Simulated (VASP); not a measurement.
VASP runs on LuAs (space group R3m) share one base input (PBE GGA, plane waves, VASP's PBE PAW potentials (set 64)) and change the settings named in each case.

File KPOINTS:
```
kpoints
0
gamma
8 8 8
0 0 0
```

POSCAR:
```
LuAs
4.1516470
  0.4843566902   0.2796434764   0.8289741397
 -0.4843566902   0.2796434764   0.8289741397
  0.0000000000  -0.5592869529   0.8289741397
Lu As
1 1
Cart
 -0.0000000000  -0.0000000000   1.8960296522
  0.0000000000   0.0000000000   0.5908927668
```

INCAR:
```
LREAL  =  .FALSE.   ! projection in real space or not
GGA  =  PE
LCHARG  =  .FALSE.
LASPH  =  .TRUE.
SIGMA  =  0.1
EDIFF  =  1E-6
ISMEAR  =  -1   ! Fermi-Dirac
ALGO  =  Normal   ! blocked Davidson
ISIF  =  2   ! forces and stress, cell fixed
NELM  =  100   ! most electronic steps
LMAXMIX  =  6   ! l cut-off of mixed one-centre charges
SYSTEM  =  LuAs
LWAVE  =  .FALSE.
PREC  =  Accurate
ENCUT  =  300
```

POTCAR, in this order: Lu_3 As (PBE.64 set). Program: vasp_std.

| change | E(σ→0) (eV/atom) | pressure (GPa) | largest force (eV/Å) | −TS (eV) |
|---|---|---|---|---|
| base run | -5.9401 | -1.02 | 1.074 | -0.0040 |
| GGA = PS | -6.3730 | [?] | [?] | [?] |
| GGA_COMPAT = .FALSE., LNONCOLLINEAR = .TRUE., LSORBIT = .TRUE., MAGMOM = 0.0 0.0 0.0 0.0 0.0 0.0, program vasp_ncl | -6.1121 | [?] | [?] | [?] |
| KPOINTS 6×6×6 Γ-centred mesh | -5.9372 | -1.01 | 1.074 | -0.0049 |

Fill in the missing entries.

- GGA = PS, pressure (GPa): -4.24
- GGA = PS, largest force (eV/Å): 1.015
- GGA = PS, −TS (eV): -0.0044
- GGA_COMPAT = .FALSE., LNONCOLLINEAR = .TRUE., LSORBIT = .TRUE., MAGMOM = 0.0 0.0 0.0 0.0 0.0 0.0, program vasp_ncl, pressure (GPa): -1.09
- GGA_COMPAT = .FALSE., LNONCOLLINEAR = .TRUE., LSORBIT = .TRUE., MAGMOM = 0.0 0.0 0.0 0.0 0.0 0.0, program vasp_ncl, largest force (eV/Å): 1.066
- GGA_COMPAT = .FALSE., LNONCOLLINEAR = .TRUE., LSORBIT = .TRUE., MAGMOM = 0.0 0.0 0.0 0.0 0.0 0.0, program vasp_ncl, −TS (eV): -0.0042

Energies of different potentials or functionals have different zeros.  At 300 eV the pressure can carry a Pulay error.

Left out are runs that ran out of time, are held back, or changed the cell or the kind of run, fixed moments of cells without a moment, rows past the twelfth, gaps on odd meshes, pressures of charged cells and columns that move by less than the noise.

The structure was generated: LuAs was put into an ordered model structure, which need not be its known phase. The cell was not relaxed at this level, forces remain on its atoms.
